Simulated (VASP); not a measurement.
Elastic constants (GPa) of a crystal from PBEsol GGA, VASP's PBE PAW potentials (set 64) (VASP 6.6.1):

```tsv
	xx	yy	zz	yz	xz	xy
xx	212.9	148.3	148.3	0.0	0.0	0.0
yy	148.3	212.9	148.3	0.0	0.0	0.0
zz	148.3	148.3	212.9	0.0	0.0	0.0
yz	0.0	0.0	0.0	96.4	0.0	0.0
xz	0.0	0.0	0.0	0.0	96.4	0.0
xy	0.0	0.0	0.0	0.0	0.0	96.4
```

Finite-difference elastic constants of metals are sensitive to mesh and smearing; shear constants can be off by tens of GPa.

Work out the Voigt, Reuss and Hill moduli, Young's modulus and Poisson's ratio.

All eigenvalues are positive (smallest 64.6 GPa), so the crystal is stable. K_V = (C11+C22+C33+2(C12+C13+C23))/9 = (638.7 + 2×444.9)/9 = 169.8 GPa; G_V = (638.7 − 444.9 + 3×289.2)/15 = 70.8 GPa. From the compliances, K_R = 169.8 GPa and G_R = 53.7 GPa. Hill: K = 169.8 GPa, G = 62.3 GPa, E = 9KG/(3K+G) = 166.4 GPa, ν = (3K−2G)/(2(3K+G)) = 0.337. K/G = 2.73, above Pugh's 1.75; universal anisotropy A^U = 1.58.

With a density of 9.33 g/cm³, what are the mean sound speeds?

v_l = √((K+4G/3)/ρ) = 5.21 km/s and v_t = √(G/ρ) = 2.58 km/s. The crystal is Cu (fcc), cubic.

The compound is Cu in the fcc structure. It was relaxed first.
